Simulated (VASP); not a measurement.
Data:

```
CELL_PARAMETERS angstrom
      2.87880     0.00000     0.00000
      0.00000     2.87880     0.00000
      0.00000     0.00000     2.87880
ATOMIC_POSITIONS crystal
  Al 0.50000 0.50000 0.50000
  Ni 0.00000 0.00000 0.00000
```

Calculation: optB86b-vdW, VASP's PBE PAW potentials (set 64) (plane waves; VASP). Settings: 520 eV cut-off, Gaussian smearing of 0.050 eV, potentials Al Ni.

Problem. Give the energies of bands 1 to 9 at the high-symmetry points, in eV from the Fermi level.

Solution. 
| band | Γ | X | M | R |
|---|---|---|---|---|
| 1 | -11.14 | -6.90 | -5.32 | -4.12 |
| 2 | -3.25 | -6.79 | -3.39 | -4.12 |
| 3 | -3.25 | -2.77 | -2.87 | -4.12 |
| 4 | -1.57 | -2.27 | -2.87 | -1.00 |
| 5 | -1.57 | -2.27 | -2.10 | -1.00 |
| 6 | -1.57 | -1.48 | -2.10 | 2.01 |
| 7 | 5.50 | -0.67 | -1.03 | 2.01 |
| 8 | 5.50 | 8.32 | 1.45 | 2.01 |
| 9 | 5.50 | 10.01 | 2.50 | 3.74 |

It has no gap at this level: it comes out as a metal or semimetal.

The compound is NiAl in the CsCl type structure. It was relaxed first. The run is not spin-polarised, so no magnetic state was tried. The electron count is odd and the run is not spin-polarised, which forces a metal.
